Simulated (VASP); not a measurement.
Consider the following.

```yaml
crystal:
  lattice:
    - [3.72745, 0.00000, 0.00000]
    - [0.00000, 3.72745, 0.00000]
    - [0.00000, 0.00000, 3.72745]
  atoms:
    - { symbol: Sn, position: [0.50000, 0.50000, 0.50000] }
    - { symbol: Sb, position: [0.00000, 0.00000, 0.00000] }
```

The numbers are results of LDA (Ceperley-Alder, Perdew-Zunger), VASP's LDA PAW potentials (set 64) (plane waves; VASP 6.6.1), not measurements. Run with 400 eV cut-off, 9×9×9 Γ-centred mesh, first-order Methfessel-Paxton smearing of 0.10 eV, potentials Sn_d Sb.

Unless said otherwise, spin-orbit coupling is left out, though it shifts the bands of the heavy elements here.

Task: Predict the energy per atom (σ→0), band gap (on the k-mesh) with the smallest direct gap where there is one.

Result: 
The band gap (on the k-mesh) comes out as none (metal, semimetal or under 0.01 eV) and the energy per atom (σ→0) is -4.542 eV/atom.

Total energies compare only between runs with the same potentials, cut-off and functional.

The structure comes from a computed database's SnSb entry (Pm-3m); how it stands against other phases isn't given here. It was relaxed first, which changed the volume by -6 %. The start is the result of an earlier pass. The electron count is odd and the run is not spin-polarised, which forces a metal. VASP warned that the highest band is occupied, so more bands are needed.
